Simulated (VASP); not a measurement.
Input:

```
CELL_PARAMETERS angstrom
      2.99000     0.00000     0.00000
      0.00000     2.99000     0.00000
      0.00000     0.00000     2.99000
ATOMIC_POSITIONS crystal
  Al 0.49687 0.50332 0.49730
  Ru 0.00313 0.99668 0.00270
```

The numbers are results of PBE GGA, VASP's PBE PAW potentials (set 64) (plane waves; VASP), not measurements. Numerical set-up: 420 eV cut-off, 13×13×13 Γ-centred mesh shifted by (0.5, 0.5, 0.5), Gaussian smearing of 0.14 eV, potentials Al Ru_pv.

Question: The ions, cell shape and volume are relaxed. What does this cell relax into?

Answer: 
```
CELL_PARAMETERS angstrom
      3.00212    -0.00038     0.00031
     -0.00038     3.00209    -0.00033
      0.00031    -0.00033     3.00218
ATOMIC_POSITIONS crystal
  Al 0.49998 0.50002 0.49998
  Ru 0.00002 0.99998 0.00002
```
Space group Pm-3m (221), at a tolerance of 0.03 Å.

Question: How do energy and volume change from the first to the last step?

Answer: The energy (σ→0) changes by -3.3 meV/atom and the volume by +1.2 %, in 5 ionic steps.

The structure is a typed RuAl crystal. In the starting cell atoms are displaced from their ideal sites. This run relaxes it. The run is one of a series of settings (EDIFF = 1E-09, EDIFFG = -0.005, ENCUT = 420, IBRION = 2, ISIF = 3, NSW = 50, KPOINTS 13×13×13 Γ-centred mesh shifted by (0.5, 0.5, 0.5) against the base run), some of them coarse on purpose. The electron count is odd and the run is not spin-polarised, which forces a metal.
